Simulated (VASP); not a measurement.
An input for Quantum ESPRESSO's pw.x (written as the equivalent of a VASP run, and not itself run):

```
&CONTROL
  calculation = 'scf'
  pseudo_dir = './pseudo'
  outdir = './out'
  tprnfor = .true.
  tstress = .true.
/
&SYSTEM
  ibrav = 0
  nat = 2
  ntyp = 2
  ecutwfc = 84
  occupations = 'tetrahedra'
  input_dft = 'pbesol'
/
&ELECTRONS
  conv_thr = 7.3e-09
  electron_maxstep = 100
/
ATOMIC_SPECIES
  Ru 101.070 Ru.upf
  S 32.060 S.upf
CELL_PARAMETERS angstrom
     0.0000000    2.5680061    2.5680061
     2.5680061   -0.0000000    2.5680061
     2.5680061    2.5680061   -0.0000000
ATOMIC_POSITIONS crystal
  Ru   0.0000000  0.0000000  0.0000000
  S    0.2500000  0.2500000  0.2500000
K_POINTS automatic
  14 14 14 0 0 0
```

Q: Translate this input to VASP (INCAR, KPOINTS, POSCAR, choice of POTCAR).

A: Several could match; the one computed here: 
### INCAR
```
# general
SYSTEM  = RuS
PREC    = Accurate
ENCUT   = 400
LREAL   = .False.   # projection in real space or not
LASPH   = .True.   # aspherical one-centre terms

# electronic loop
EDIFF   = 1E-7   # SCF stop (eV)
NELM    = 100   # most electronic steps
ALGO    = Normal   # blocked Davidson
LMAXMIX = 4

# smearing
ISMEAR  = -5   # tetrahedra, Bloechl

# functional
GGA     = PS   # PBEsol

# ions
ISIF    = 2   # forces and stress, cell fixed

# output
LWAVE   = .False.
LCHARG  = .True.
LORBIT  = 11
NEDOS   = 601   # DOS grid
```

**POSCAR**
```
RuS
1
    0.0000000000     2.5680060610     2.5680060610
    2.5680060610    -0.0000000000     2.5680060610
    2.5680060610     2.5680060610    -0.0000000000
Ru S
1 1
Direct
  0.0000000000   0.0000000000   0.0000000000
  0.2500000000   0.2500000000   0.2500000000
```

### KPOINTS
```
kpoints
0
Gamma
  14 14 14
0 0 0
```

POTCAR, in this order: Ru_pv S (PBE.64 set). Program: vasp_std.

What does not carry over: the potentials are each code's own (VASP's PAW set, PseudoDojo norm-conserving files in pw.x), so ENCUT and ecutwfc are chosen apart and not converted; conv_thr bounds pw.x's estimated SCF error, while EDIFF bounds the energy change between steps.

The structure was generated: RuS was put into the zinc blende type (F-43m), which need not be its known phase. It was relaxed first, which changed the volume by -30 %.
